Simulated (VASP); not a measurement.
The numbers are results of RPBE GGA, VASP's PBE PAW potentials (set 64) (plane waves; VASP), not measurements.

The input files of a VASP run:

INCAR:
```
SYSTEM = LiH
PREC = Accurate
ENCUT = 520
EDIFF = 1E-7
NELM = 100
ALGO = Normal
LREAL = .FALSE.
LASPH = .TRUE.
ISMEAR = 0
SIGMA = 0.05
GGA = RP
LWAVE = .FALSE.
LCHARG = .FALSE.
ISIF = 2
```

### POSCAR
```
LiH
2.8085240
  0.0000000000   0.7071067606   0.7071067606
  0.7071067606   0.0000000000   0.7071067606
  0.7071067606   0.7071067606   0.0000000000
Li H
1 1
direct
  0.0000000000   0.0000000000   0.0000000000
  0.5000000000   0.5000000000   0.5000000000
```

**KPOINTS**
```
Automatic mesh
0
Gamma
11 11 11
0 0 0
```

POTCAR, in this order: Li_sv H (PBE.64 set). Program: vasp_std.

Problem. What does the run give for the energy per atom (σ→0), pressure?

Solution. 
```
Quantity                        Value
---------------------  --------------
energy per atom (σ→0)  -3.006 eV/atom
pressure                     2.32 GPa
```

File OSZICAR:
```
...
DAV:   8    -0.601157668552E+01   -0.24434E-02   -0.57181E-03   828   0.679E-01    0.418E-02
DAV:   9    -0.601153823826E+01    0.38447E-04   -0.20959E-04   972   0.967E-02    0.885E-03
DAV:  10    -0.601153328772E+01    0.49505E-05   -0.77969E-06   804   0.215E-02    0.204E-03
DAV:  11    -0.601153135951E+01    0.19282E-05   -0.47134E-07   960   0.429E-03    0.552E-04
DAV:  12    -0.601152947501E+01    0.18845E-05   -0.20655E-08   546   0.163E-03    0.352E-04
DAV:  13    -0.601153001092E+01   -0.53591E-06   -0.60885E-09   342   0.754E-04    0.458E-05
DAV:  14    -0.601152998782E+01    0.23100E-07   -0.34971E-10   336   0.220E-04
   1 F= -.60115300E+01 E0= -.60115300E+01  d E =-.109317E-26
```

The compound is LiH in the rock salt structure. This cell is one point of a volume scan, at 0.94 of the reference volume.
